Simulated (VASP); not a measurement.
## AgRh: single point with PBE

The system is AgRh.

```xyz
2
Lattice="2.7868 0.0000 0.0000 -1.3934 2.4135 0.0000 0.0000 0.0000 4.8246" Properties=species:S:1:pos:R:3 pbc="T T T"
Ag    0.0000    0.0000    2.4123
Rh    1.3934    0.8045    0.0000
```

The cell comes from a database or a generator and needn't be the stable form of this composition.

```
Program                : VASP 6.6.1
Task                   : single point
Functional             : PBE
Potentials or basis    : VASP PAW PBE potentials, release 64 (Ag, Rh_pv)
Cutoff                 : 520 eV
k mesh                 : 10 × 10 × 5
Occupations            : fermi-dirac, width 0.15 eV
Spin                   : no spin polarisation
Dipole correction      : no
Further INCAR settings : ALGO = Normal; EDIFF = 1e-07; NBANDS = 20
```

```
Pressure               : -3.2 GPa
Band gap on the k mesh : none (metal or under the smearing width)
```

Stress tensor (GPa, compression positive):
```
-2.87  0.00  0.00
 0.00 -2.87  0.00
 0.00  0.00 -3.85
```

Levels at points of the mesh, in eV from the Fermi level:
| k point | band 11 | band 12 | band 13 | band 14 | band 15 | band 16 |
| --- | --- | --- | --- | --- | --- | --- |
| (0.00, 0.00, 0.00) | -1.83 | -1.83 | 0.06 | 0.06 | 0.12 | 5.18 |
| (0.50, 0.00, 0.00) | -1.64 | -0.17 | 1.03 | 1.75 | 3.88 | 8.27 |

It took 9.5 s on 1 thread of Intel(R) Xeon(R) 6975P-C (Granite Rapids), with other jobs on the host, peak memory 0.17 GiB.
